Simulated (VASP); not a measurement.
Energy against volume of Os (hcp). All values below come from LDA (Ceperley-Alder, Perdew-Zunger), VASP's LDA PAW potentials (set 64) (plane waves; VASP). Numerical set-up: 520 eV cut-off, 15×15×9 Γ-centred mesh, first-order Methfessel-Paxton smearing of 0.10 eV, potentials Os.

Shape and ions are relaxed at each volume.

```csv
V (Å³/atom),E (eV/atom)
13.318,-12.63737
13.729,-12.65634
14.141,-12.64016
14.553,-12.59455
```

### Question
Fit these four points and predict the energy of the run at 12.906 Å³/atom.

### Answer
A cubic in V^(−2/3), the third-order Birch-Murnaghan form, passes through the four points with V0 = 13.73 Å³/atom and B0 = 455 GPa, and gives -12.5761 eV/atom there. The run gave -12.5765 eV/atom, -0.4 meV/atom from the fit; all five points give B0 = 454 GPa.

The compound is Os in the hcp structure. It was relaxed first.
